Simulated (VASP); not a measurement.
An input for Quantum ESPRESSO's pw.x (written as the equivalent of a VASP run, and not itself run):

```
&CONTROL
  calculation = 'scf'
  pseudo_dir = './pseudo'
  outdir = './out'
  tprnfor = .true.
  tstress = .true.
/
&SYSTEM
  ibrav = 0
  nat = 4
  ntyp = 2
  ecutwfc = 84
  occupations = 'tetrahedra'
  input_dft = 'vdw-df-ob86'
/
&ELECTRONS
  conv_thr = 7.3e-09
  electron_maxstep = 100
/
ATOMIC_SPECIES
  B 10.810 B.upf
  N 14.007 N.upf
CELL_PARAMETERS angstrom
     1.2758961   -2.2099171    0.0000000
     1.2758961    2.2099171    0.0000000
     0.0000000   -0.0000000    4.2215639
ATOMIC_POSITIONS crystal
  B    0.6666670  0.3333330  0.5003185
  B    0.3333330  0.6666670  0.0003185
  N    0.6666670  0.3333330  0.8746815
  N    0.3333330  0.6666670  0.3746815
K_POINTS automatic
  11 11 6 0 0 0
```

### Question
Write the VASP files for the same calculation (optB86b-vdW).

### Answer
This is not unique; one that fits is 
### INCAR
```
ISMEAR=-5
PREC=Accurate
LASPH=.TRUE.   # aspherical one-centre terms
ISIF=2   # forces and stress, cell fixed
SYSTEM=BN
NEDOS=601
ALGO=Normal   # blocked Davidson
ENCUT=520   # plane-wave cut-off (eV)
AGGAC=0.0
LCHARG=.TRUE.
GGA=MK
LUSE_VDW=.TRUE.
NELM=100   # most electronic steps
PARAM2=1.0
LEFG=.TRUE.
LORBIT=11
EDIFF=1E-7   # SCF stop (eV)
LREAL=.FALSE.
PARAM1=0.1234
LWAVE=.FALSE.
```

**POSCAR**
```
BN
1
    1.2758960887    -2.2099170716     0.0000000000
    1.2758960887     2.2099170716     0.0000000000
    0.0000000000    -0.0000000000     4.2215638635
B N
2 2
Direct
  0.6666670000   0.3333330000   0.5003184547
  0.3333330000   0.6666670000   0.0003184547
  0.6666670000   0.3333330000   0.8746815453
  0.3333330000   0.6666670000   0.3746815453
```

**KPOINTS**
```
Automatic mesh
0
Gamma
11 11 6
0 0 0
```

POTCAR, in this order: B N (PBE.64 set). Program: vasp_std.

Limits of the translation: the potentials are each code's own (VASP's PAW set, PseudoDojo norm-conserving files in pw.x), so ENCUT and ecutwfc are chosen apart and not converted; conv_thr bounds pw.x's estimated SCF error, while EDIFF bounds the energy change between steps; the field gradients of LEFG aren't asked of the other code.

The compound is BN in the wurtzite structure, a metastable high-pressure form. It was relaxed first.
